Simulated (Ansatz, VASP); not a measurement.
# NiF2 (1T-NiF2 monolayer): VASP beside Ansatz, part 2 of 2

Aim: how closely do two programs agree when they are given the same cell, functional and k mesh? The cell is taken from a series of runs on this material, whose earlier steps may have relaxed, scaled, displaced or heated it; both programs get it as it stands.

VASP 6.6.1 and Ansatz 0.2.0.

So far: The starting structure; Ansatz: single point, PBE with D3(BJ).

## 3. VASP: single point, PBE with D3(BJ)

Level of this step: PBE with D3(BJ), spin-polarised from a ferromagnetic start; plane waves and PAW (F, Ni) (VASP).

The same cell, functional, mesh and smearing now go to VASP, with its own data sets.

Lines of VASP's logs that name or quote its potential files are left out, and so is its time.

Contents of INCAR:

```
SYSTEM = NiF2
PREC = Accurate
ENCUT = 520
EDIFF = 1E-06
NELM = 200
ISMEAR = -1
SIGMA = 0.02585
LREAL = .FALSE.
ALGO = Normal
GGA = PE
IVDW = 12
NBANDS = 21
ISPIN = 2
MAGMOM = 0.15 0.15 1.65
LASPH = .TRUE.
LMAXMIX = 4
LORBIT = 11
LWAVE = .FALSE.
LCHARG = .FALSE.
ISIF = 2
LDIPOL = .TRUE.
IDIPOL = 3
DIPOL = 0.5 0.5 0.5
LVHAR = .TRUE.
GGA_COMPAT = .FALSE.
NELMDL = -8
```

Contents of POSCAR:

```
NiF2
1.0
    3.0836831363      0.0000000000      0.0000000000
   -1.5418415681      2.6705479332      0.0000000000
    0.0000000000      0.0000000000     19.9746082440
F Ni
2 1
Direct
    0.6666666667      0.3333333333      0.4505720408
    0.3333333333      0.6666666667      0.5494279592
    0.0000000000      0.0000000000      0.5000000000
```

Contents of KPOINTS:

```
Automatic mesh
0
Gamma
24 24 1
0 0 0
```

Potentials, in the order of the species: F and Ni (PBE family, release 64).

On the command line:

```bash
mpirun -np 1 vasp_std
```

Numbers of over 12 decimals in the logs are rounded to 6 here.

The program printed:

```text
[banner, memory and clock lines left out]
running    1 mpi-ranks, on    1 nodes
 distrk:  each k-point on    1 cores,    1 groups
 distr:  one band on    1 cores,    1 groups

 POSCAR found type information on POSCAR F Ni
 POSCAR found :  2 types and       3 ions
 LDA part: xc-table for (Slater+PW92), standard interpolation
 POSCAR, INCAR and KPOINTS ok, starting setup
 FFT: planning ... GRIDC
 FFT: planning ... GRID_SOFT
 FFT: planning ... GRID
 WAVECAR not read
 entering main loop
       N       E                     dE             d eps       ncg     rms          rms(c)
DAV:   1     0.220265460453E+03    0.22027E+03   -0.96395E+03  5132   0.912E+02
DAV:   2     0.132786454768E+02   -0.20699E+03   -0.19190E+03  6162   0.247E+02
DAV:   3    -0.155123697710E+02   -0.28791E+02   -0.28522E+02  6396   0.107E+02
DAV:   4    -0.159967703245E+02   -0.48440E+00   -0.48419E+00  5951   0.178E+01
DAV:   5    -0.160046524662E+02   -0.78821E-02   -0.78820E-02  6202   0.200E+00
DAV:   6    -0.160049026116E+02   -0.25015E-03   -0.25014E-03  6189   0.375E-01
DAV:   7    -0.160049138074E+02   -0.11196E-04   -0.11196E-04  6554   0.687E-02
DAV:   8    -0.160049142261E+02   -0.41867E-06   -0.41880E-06  5363   0.126E-02    0.146E+01
DAV:   9    -0.139429281069E+02    0.20620E+01   -0.16176E+01  6720   0.521E+01    0.148E+01
DAV:  10    -0.141056719382E+02   -0.16274E+00   -0.14162E+00  6688   0.186E+01    0.910E+00
DAV:  11    -0.140347510810E+02    0.70921E-01   -0.44646E-01  6674   0.111E+01    0.475E+00
DAV:  12    -0.140243572658E+02    0.10394E-01   -0.68437E-02  6614   0.398E+00    0.703E-01
DAV:  13    -0.140280082132E+02   -0.36509E-02   -0.12679E-02  5948   0.999E-01    0.272E-01
DAV:  14    -0.140308138404E+02   -0.28056E-02   -0.21784E-03  5909   0.591E-01    0.121E-01
[...]
DAV:  21    -0.140392849159E+02   -0.14168E-03   -0.93779E-06  5379   0.151E-02    0.224E-03
DAV:  22    -0.140392904137E+02   -0.54978E-05   -0.74945E-07  5040   0.633E-03    0.105E-03
DAV:  23    -0.140392925688E+02   -0.21551E-05   -0.11801E-07  4805   0.270E-03    0.777E-04
DAV:  24    -0.140392981808E+02   -0.56120E-05   -0.15957E-07  4679   0.258E-03    0.620E-04
DAV:  25    -0.140393005833E+02   -0.24026E-05   -0.48184E-08  4848   0.199E-03    0.419E-04
DAV:  26    -0.140393035070E+02   -0.29236E-05   -0.48518E-08  4724   0.144E-03    0.393E-04
DAV:  27    -0.140393066477E+02   -0.31407E-05   -0.56369E-08  4587   0.111E-03    0.251E-04
DAV:  28    -0.140393073277E+02   -0.68006E-06   -0.68920E-09  4747   0.638E-04
   1 F= -.14266162E+02 E0= -.14266162E+02  d E =-.491459E-11  mag=     2.0000
```

OUTCAR, selected parts (step 3):

```text
ion  position               nearest neighbor table
   1  0.667  0.333  0.451-   3 2.04   3 2.04   3 2.04
   2  0.333  0.667  0.549-   3 2.04   3 2.04   3 2.04
   3  0.000  0.000  0.500-   1 2.04   2 2.04   2 2.04   1 2.04   1 2.04   2 2.04

  LATTYP: Found a hexagonal cell.
 ALAT       =     3.0836831363
 C/A-ratio  =     6.4775164507

 Subroutine GETGRP returns: Found 12 space group operations
 (whereof 12 operations were pure point group operations)

The static configuration has the point symmetry D_3d.

 Found     61 irreducible k-points:

   k-points           NKPTS =     61   k-points in BZ     NKDIM =     61   number of bands    NBANDS=     21

   dimension x,y,z NGX =    24 NGY =   24 NGZ =  150
   dimension x,y,z NGXF=    48 NGYF=   48 NGZF=  300

   ENCUT  =  520.0 eV  38.22 Ry    6.18 a.u.   5.73  5.73 37.14*2*pi/ulx,y,z

   NELECT =      24.0000    total number of electrons

 k-points in reciprocal lattice and weights: Automatic mesh
   0.00000000  0.00000000  0.00000000       0.002
   0.04166667  0.00000000  0.00000000       0.010
   0.08333333  0.00000000  0.00000000       0.010
   0.12500000  0.00000000  0.00000000       0.010
   0.16666667  0.00000000  0.00000000       0.010
   0.20833333  0.00000000  0.00000000       0.010
   0.25000000  0.00000000  0.00000000       0.010
   0.29166667  0.00000000  0.00000000       0.010
   0.33333333  0.00000000  0.00000000       0.010
[...]
0.33333333  0.29166667  0.00000000       0.021
   0.33333333  0.33333333  0.00000000       0.003

 dipolmoment           0.000000      0.000000     -0.000000 electrons x Angstroem

 average (electrostatic) potential at core
       1 -84.3745       2 -84.3745       3 -96.5099

 E-fermi :  -4.7401

 spin component 1
 k-point     1 :       0.0000    0.0000    0.0000
  band No.  band energies     occupation
    ...
      9      -7.0596      1.00000
     10      -7.0596      1.00000
     11      -6.2800      1.00000
     12      -5.7803      1.00000
     13      -5.7803      1.00000
     14      -1.4384      0.00000
     15       1.0485      0.00000
     16       1.8685      0.00000
     17       2.5458      0.00000
     18       2.5628      0.00000
    ...

 k-point     2 :       0.0417    0.0000    0.0000
  band No.  band energies     occupation
    ...
      9      -7.0475      1.00000
     10      -7.0398      1.00000
     11      -6.2803      1.00000
     12      -5.8064      1.00000
     13      -5.7895      1.00000
     14      -1.3759      0.00000
     15       1.0911      0.00000
     16       1.9043      0.00000
     17       2.5872      0.00000
     18       2.5976      0.00000
    ...

 k-point     3 :       0.0833    0.0000    0.0000
  band No.  band energies     occupation
    ...
      9      -7.0184      1.00000
     10      -6.9853      1.00000
     11      -6.2833      1.00000
     12      -5.8795      1.00000
     13      -5.8159      1.00000
     14      -1.1927      0.00000
     15       1.2162      0.00000
     16       2.0116      0.00000
     17       2.7019      0.00000
     18       2.7102      0.00000
    ...

 k-point     4 :       0.1250    0.0000    0.0000
  band No.  band energies     occupation
    ...
      9      -6.9864      1.00000
     10      -6.9085      1.00000
     11      -6.2938      1.00000
     12      -5.9837      1.00000
     13      -5.8555      1.00000
     14      -0.9016      0.00000
     15       1.4174      0.00000
     16       2.1899      0.00000
     17       2.8754      0.00000
     18       2.9115      0.00000
    ...

 k-point     5 :       0.1667    0.0000    0.0000
  band No.  band energies     occupation
    ...
      9      -6.9629      1.00000
     10      -6.8248      1.00000
     11      -6.3190      1.00000
     12      -6.0935      1.00000
     13      -5.9014      1.00000
     14      -0.5204      0.00000
     15       1.6869      0.00000
     16       2.4386      0.00000
     17       3.1173      0.00000
     18       3.1867      0.00000
    ...

 k-point     6 :       0.2083    0.0000    0.0000
  band No.  band energies     occupation
    ...
      9      -6.9542      1.00000
     10      -6.7507      1.00000
     11      -6.3651      1.00000
     12      -6.1800      1.00000
     13      -5.9435      1.00000
     14      -0.0688      0.00000
     15       2.0180      0.00000
     16       2.7562      0.00000
     17       3.4266      0.00000
     18       3.5312      0.00000
    ...

 Edisp (eV)   -0.22685

  Total      -0.02121    -0.02121    -0.07007    -0.00000     0.00000     0.00000
  in kB      -0.20655    -0.20655    -0.68245    -0.00000     0.00000     0.00000
  external pressure =       -0.37 kB  Pullay stress =        0.00 kB

  energy-cutoff  :      520.00
  volume of cell :      164.49
      direct lattice vectors                 reciprocal lattice vectors
     3.083683136  0.000000000  0.000000000     0.324287534  0.187227495  0.000000000
    -1.541841568  2.670547933  0.000000000     0.000000000  0.374454990  0.000000000
     0.000000000  0.000000000 19.974608244     0.000000000  0.000000000  0.050063560

 POSITION                                       TOTAL-FORCE (eV/Angst)
 -----------------------------------------------------------------------------------
      1.54184      0.89018      9.00000         0.000000      0.000000     -0.008646
     -0.00000      1.78037     10.97461         0.000000     -0.000000      0.008646
      0.00000      0.00000      9.98730        -0.000000     -0.000000      0.000000
 -----------------------------------------------------------------------------------
    total drift:                                0.000000     -0.000000      0.000000

  FREE ENERGIE OF THE ION-ELECTRON SYSTEM (eV)
  ---------------------------------------------------
  free  energy   TOTEN  =       -14.2661622567 eV

  energy  without entropy=      -14.2661622567  energy(sigma->0) =      -14.26616226

 vacuum level on the upper side and lower side of the slab         1.951         1.951

 total charge
# of ion       s       p       d       tot
------------------------------------------
    1        1.738   4.330   0.000   6.068
    2        1.738   4.330   0.000   6.068
    3        0.290   0.353   8.153   8.796
--------------------------------------------------
tot          3.766   9.013   8.153  20.933

 magnetization (x)
# of ion       s       p       d       tot
------------------------------------------
    1        0.006   0.137   0.000   0.143
    2        0.006   0.137   0.000   0.143
    3        0.000   0.002   1.674   1.676
--------------------------------------------------
tot          0.013   0.276   1.674   1.963

[... 6 further parts left out ...]
```

## 4. Side by side

Known differences besides the potentials themselves: VASP starts from the moments at which Ansatz ended; the data sets hold 32 valence electrons in Ansatz (on its default PAW (the set named soft_2) files) and 24 in VASP; the cutoff is 420 eV in Ansatz and 520 eV in VASP; site moments are counted in spheres of each program's own size. Total energies have different zeros and are not compared.

Compared:

| quantity | Ansatz | VASP | difference |
| --- | --- | --- | --- |
| gap on the k mesh (eV) | 1.537 | 1.515 | +0.022 |
| total moment (μB) | 2.00 | 2.00 | 0.00 |
| moment on Ni3 (μB) | 1.65 | 1.68 | -0.02 |
| moment on F1 (μB) | 0.15 | 0.14 | 0.00 |
| moment on F2 (μB) | 0.15 | 0.14 | 0.00 |

A gap on the mesh is an upper bound, since the band edges may lie between its points. With vacuum in the cell, a pressure given here is an average over mostly empty space and none of the material.

## 5. Results

```yaml
difference_in_gap_on_the_k_mesh_single_point_pbe_with_d3_bj: 0.022 eV
```

**Reading.** The difference in gap on the k mesh is 0.022 eV (single point, PBE with D3(BJ)), within the 0.08 eV picked in this series as the mark of a large difference. The data sets hold unlike numbers of valence electrons (32 in Ansatz and 24 in VASP), so part of the differences comes from the potentials. Such differences can come from data sets, numerical settings and the points named under the comparisons, not from the functional's error against experiment.

[Lines on the potential files, build, host, timing and source positions are cut from VASP's logs without a mark.]

[Logs are printed without paths, hosts, clocks, repeated set-up lines and the standing remarks that a program may print on its own settings, such as how far it seeks lower states.]

[Hosts, paths, dates, database ids (printed as entryN), source tags and the programs' standing remarks are cut or masked in the printed files.]
